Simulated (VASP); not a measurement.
Take Al (fcc), against free atoms with fixed spin and no zero-point term, in VASP with PAW potentials, and its cohesive energy.

Question: One run gives 3.16 eV/atom. Which level is it?
A. PBE-D3(BJ)
B. RPBE
C. LDA
D. r2SCAN

Answer: B, RPBE.  The others give 3.61 (r2SCAN), 4.03 (LDA), 3.78 (PBE-D3(BJ)).

Only levels that ran to the end are used. Left out are those held back, those with too coarse a band path, GW runs whose mesh misses a band edge, hybrids' fits of cells that aren't cubic and levels without matching references; a question may draw on a part of the rest.

The compound is Al in the fcc structure.
